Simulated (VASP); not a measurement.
An input for Quantum ESPRESSO's pw.x (written as the equivalent of a VASP run, and not itself run):

```
&CONTROL
  calculation = 'scf'
  pseudo_dir = './pseudo'
  outdir = './out'
  tprnfor = .true.
  tstress = .true.
/
&SYSTEM
  ibrav = 0
  nat = 4
  ntyp = 3
  ecutwfc = 84
  occupations = 'smearing'
  smearing = 'gaussian'
  degauss = 0.000735
  input_dft = 'pbe'
/
&ELECTRONS
  conv_thr = 7.3e-10
  electron_maxstep = 100
/
ATOMIC_SPECIES
  Zn 65.380 Zn.upf
  Hg 200.592 Hg.upf
  S 32.060 S.upf
CELL_PARAMETERS angstrom
     2.0183650    1.1653040    6.6503000
    -2.0183650    1.1653040    6.6503000
     0.0000000   -2.3306070    6.6503000
ATOMIC_POSITIONS crystal
  Zn   0.4991300  0.4991300  0.4991300
  Hg   0.0028670  0.0028670  0.0028670
  S    0.1313070  0.1313070  0.1313070
  S    0.6166800  0.6166800  0.6166800
K_POINTS automatic
  4 4 4 0 0 0
```

Q: Write the VASP files for the same calculation (PBE).

A: Several could match; the one computed here: 
POSCAR:
```
ZnHgS2
1.0
  2.0183650000   1.1653040000   6.6503000000
 -2.0183650000   1.1653040000   6.6503000000
  0.0000000000  -2.3306070000   6.6503000000
Zn Hg S
1 1 2
Cartesian
 -0.0000000000   0.0000004991   9.9580927170
  0.0000000000   0.0000000029   0.0571992303
 -0.0000000000   0.0000001313   2.6196928263
 -0.0000000000   0.0000006167  12.3033210120
```

### INCAR
```
SYSTEM = ZnHgS2
PREC = Normal
ENCUT = 500
EDIFF = 1E-8
NELM = 100
ALGO = Normal
LREAL = .FALSE.
LASPH = .TRUE.
ISMEAR = 0
SIGMA = 0.01
GGA = PE
LWAVE = .TRUE.
LCHARG = .FALSE.
```

KPOINTS:
```
Automatic mesh
0
Gamma
4 4 4
0 0 0
```

POTCAR, in this order: Zn_sv_GW Hg_sv_GW S_GW (PBE.64 set). Program: vasp_std.

The two are equivalent in intent, not identical: the potentials are each code's own (VASP's PAW set, PseudoDojo norm-conserving files in pw.x), so ENCUT and ecutwfc are chosen apart and not converted; conv_thr bounds pw.x's estimated SCF error, while EDIFF bounds the energy change between steps.

The structure comes from a computed database's ZnHgS2 entry (R3m); how it stands against other phases isn't given here. The cell was not relaxed at this level. The k-mesh is coarse (spacing up to 0.46 per Å, 2π included), so the numbers may not be converged in it.
